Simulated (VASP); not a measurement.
These are r2SCAN meta-GGA, VASP's PBE PAW potentials (set 64) (plane waves; VASP) values and carry that method's errors.

A VASP calculation is set up with these files.

### KPOINTS_OPT
```
k-points along high-symmetry lines
10
Line-mode
Reciprocal
  0.000000   0.000000   0.000000 ! GAMMA
  0.500000   0.000000   0.500000 ! X

  0.500000   0.000000   0.500000 ! X
  0.625000   0.250000   0.625000 ! U

  0.375000   0.375000   0.750000 ! K
  0.000000   0.000000   0.000000 ! GAMMA

  0.000000   0.000000   0.000000 ! GAMMA
  0.500000   0.500000   0.500000 ! L

  0.500000   0.500000   0.500000 ! L
  0.500000   0.250000   0.750000 ! W

  0.500000   0.250000   0.750000 ! W
  0.500000   0.000000   0.500000 ! X
```

**KPOINTS**
```
Automatic
0
G
  8 8 8
0 0 0
```

### INCAR
```
! general
SYSTEM =SrTe
PREC   =Accurate
ENCUT  =400
LREAL  =F   ! projection in real space or not
LASPH  =T

! electronic loop
EDIFF  =1E-7   ! SCF stop (eV)
NELM   =100
ALGO   =Normal
LMAXMIX=4   ! l cut-off of mixed one-centre charges
LMIXTAU=T

! smearing
ISMEAR =-5   ! tetrahedra, Bloechl

! functional
METAGGA=R2SCAN

! ions
ISIF   =2

! output
LWAVE  =F
LCHARG =F
LORBIT =11
NEDOS  =601   ! DOS grid
```

File POSCAR:
```
SrTe
3.3552730
  0.0000000000   0.9999999032   0.9999999032
  0.9999999032   0.0000000000   0.9999999032
  0.9999999032   0.9999999032   0.0000000000
Sr Te
1 1
Cart
  0.0000000000   0.0000000000   0.0000000000
  0.9999999032   0.9999999032   0.9999999032
```

POTCAR, in this order: Sr_sv Te (PBE.64 set). Program: vasp_std.

Problem. What will the output report for the number of irreducible k-points (NKPTS), number of bands (NBANDS), largest plane-wave count, number of space-group operations, FFT grid (NGX, NGY, NGZ)?

Solution. 
The number of irreducible k-points (NKPTS) is 29. The number of bands (NBANDS) comes out as 12. The largest plane-wave count comes out as 1387 and the number of space-group operations is 48. The FFT grid (NGX, NGY, NGZ) comes out as 32 × 32 × 32.

The compound is SrTe in the rock salt structure. It was relaxed first.
